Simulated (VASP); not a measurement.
Here is a VASP 6.6.1 calculation.

INCAR

```
PREC = Accurate ; ENCUT = 600
EDIFF = 1E-7 ; ISMEAR = 0
SIGMA = 0.02 ; LREAL = False
LASPH = True ; NELM = 120
ALGO = Normal ; ISIF = 2
LWAVE = False ; LCHARG = False
ISPIN = 2 ; MAGMOM = 3 0
LORBIT = 11 ; LMAXMIX = 4
GGA = PE ; NBANDS = 18
```

KPOINTS

```
regular mesh
0
Gamma
  10 10 10
```

File POSCAR:

```
CoO
1.0
    0.0000000000      2.1315000000      2.1315000000
    2.1315000000      0.0000000000      2.1315000000
    2.1315000000      2.1315000000      0.0000000000
Co O
1 1
Direct
    0.0000000000      0.0000000000      0.0000000000
    0.5000000000      0.5000000000      0.5000000000
```

Potentials or basis: VASP PAW PBE potentials, release 64 (Co, O).

The run is started by

```sh
$ cat potpaw_PBE.64/Co/POTCAR potpaw_PBE.64/O/POTCAR > POTCAR
$ mpirun -np 1 vasp_std > vasp.out
```

Problem. Estimate the pressure.

Solution. -2.6 GPa.

Problem. Predict the net moment.

Solution. 2.93 μB per cell.

Caveat: a cell with one magnetic atom can't hold antiferromagnetic order, which such compounds often take.
